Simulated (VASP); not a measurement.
Here is the system:

```
CELL_PARAMETERS angstrom
      3.47775     0.00000     0.00000
      0.00000     3.47775     0.00000
      0.00000     0.00000     3.47775
ATOMIC_POSITIONS crystal
  Hg 0.00000 0.00000 0.00000
  Te 0.50000 0.50000 0.50000
```

Computed with PBEsol GGA, VASP's PBE PAW potentials (set 64) (plane waves; VASP). Settings: 500 eV cut-off, 11×11×11 Γ-centred mesh, first-order Methfessel-Paxton smearing of 0.10 eV, potentials Hg Te.

Energy and stress use the plane-wave basis of the starting cell.

Q: The ions, cell shape and volume at an external pressure of 30.0 GPa are relaxed. Which structure does the run end with?

A: 
```
CELL_PARAMETERS angstrom
      3.41193     0.00000     0.00000
      0.00000     3.41193     0.00000
      0.00000     0.00000     3.41193
ATOMIC_POSITIONS crystal
  Hg 0.00000 0.00000 0.00000
  Te 0.50000 0.50000 0.50000
```
Space group Pm-3m (221), at a tolerance of 0.03 Å.

Q: How do energy and volume change from the first to the last step?

A: The energy (σ→0) changes by +180.5 meV/atom and the volume by -5.6 %, in 4 ionic steps.

```csv
step,E(σ→0) (eV),max force (eV/Å),pressure (GPa),volume (Å³)
1,-3.2360,0.000,19.96,42.06
2,-1.3922,0.000,66.43,34.54
3,-2.8864,0.000,29.64,39.78
4,-2.8750,0.000,29.92,39.72
```

The structure was generated: HgTe was put into the CsCl type type (Pm-3m), which need not be its known phase. This run relaxes it under an external pressure of 30 GPa. Symmetry was kept, so distortions that lower it aren't found.
